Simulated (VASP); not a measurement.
Output of a VASP run:

File OSZICAR:
```
       N       E                     dE             d eps       ncg     rms          rms(c)
DAV:   1     0.176675327246E+02    0.17668E+02   -0.30242E+03   272   0.637E+02
DAV:   2    -0.807793060389E+01   -0.25745E+02   -0.23238E+02   352   0.936E+01
DAV:   3    -0.890762703429E+01   -0.82970E+00   -0.82970E+00   312   0.229E+01
DAV:   4    -0.891118997012E+01   -0.35629E-02   -0.35629E-02   416   0.164E+00
DAV:   5    -0.891119223312E+01   -0.22630E-05   -0.22630E-05   320   0.385E-02    0.435E+00
DAV:   6    -0.854128725537E+01    0.36990E+00   -0.95977E-01   272   0.484E+00    0.344E+00
DAV:   7    -0.850019411620E+01    0.41093E-01   -0.23768E-01   336   0.259E+00    0.227E+00
DAV:   8    -0.850022934110E+01   -0.35225E-04   -0.13163E-02   320   0.967E-01    0.838E-01
DAV:   9    -0.850006619217E+01    0.16315E-03   -0.47929E-04   288   0.178E-01    0.279E-01
DAV:  10    -0.850010474028E+01   -0.38548E-04   -0.15137E-04   376   0.795E-02    0.142E-02
DAV:  11    -0.850010231450E+01    0.24258E-05   -0.21361E-05   304   0.240E-02    0.131E-02
DAV:  12    -0.850010228194E+01    0.32552E-07   -0.37220E-07   152   0.539E-03
   1 F= -.85001023E+01 E0= -.85001023E+01  d E =-.443432E-17
```

File OUTCAR:
```
------------------------ aborting loop because EDIFF is reached ----------------------------------------
  FORCE on cell =-STRESS in cart. coord.  units (eV):
  Direction    XX          YY          ZZ          XY          YZ          ZX
  --------------------------------------------------------------------------------------
  Total        0.0057754      0.0057754      0.0057754      0.0000000      0.0000000      0.0000000
  in kB        0.2597323      0.2597323      0.2597323      0.0000000      0.0000000      0.0000000
  external PRESSURE =       0.2597323 kB  Pullay stress =       0.0000000 kB
  volume of cell :       35.63
      direct lattice vectors                 reciprocal lattice vectors
     0.000000000  2.611631432  2.611631432    -0.191451211  0.191451211  0.191451211
     2.611631432  0.000000000  2.611631432     0.191451211 -0.191451211  0.191451211
     2.611631432  2.611631432  0.000000000     0.191451211  0.191451211 -0.191451211
 POSITION                                       TOTAL-FORCE (eV/Angst)
 -----------------------------------------------------------------------------------
      0.00000      0.00000      0.00000        -0.000000      0.000000      0.000000
      2.61163      2.61163      2.61163         0.000000     -0.000000     -0.000000
 -----------------------------------------------------------------------------------
    total drift:                               -0.000000     -0.000000      0.000000
  FREE ENERGIE OF THE ION-ELECTRON SYSTEM (eV)
  ---------------------------------------------------
  free  energy   TOTEN  =        -8.5001022819 eV

  energy  without entropy=       -8.5001022819  energy(sigma->0) =       -8.50010228
```
(Selected blocks of OUTCAR.)

### POSCAR
```
MgS
1
    0.0000000000     2.6116314325     2.6116314325
    2.6116314325     0.0000000000     2.6116314325
    2.6116314325     2.6116314325     0.0000000000
Mg S
1 1
Direct
  0.0000000000   0.0000000000   0.0000000000
  0.5000000000   0.5000000000   0.5000000000
```

Task: Write an INCAR and KPOINTS that could have produced this output.

Result: One answer among several that fit: the input of the run itself, PBE GGA, plane waves, VASP's PBE PAW potentials (set 64).

### INCAR
```
ALGO=Normal
EDIFF=1E-6
ENCUT=400
GGA=PE
ISMEAR=0
LASPH=.TRUE.
LCHARG=.FALSE.
LREAL=.FALSE.
LWAVE=.TRUE.
NELM=100
PREC=Accurate
SIGMA=0.05
SYSTEM=MgS
```

File KPOINTS:
```
Automatic mesh
0
Gamma
6 6 6
```

POTCAR, in this order: Mg S (PBE.64 set). Program: vasp_std.

The structure comes from a computed database's MgS entry (Fm-3m); how it stands against other phases isn't given here. It was relaxed first.
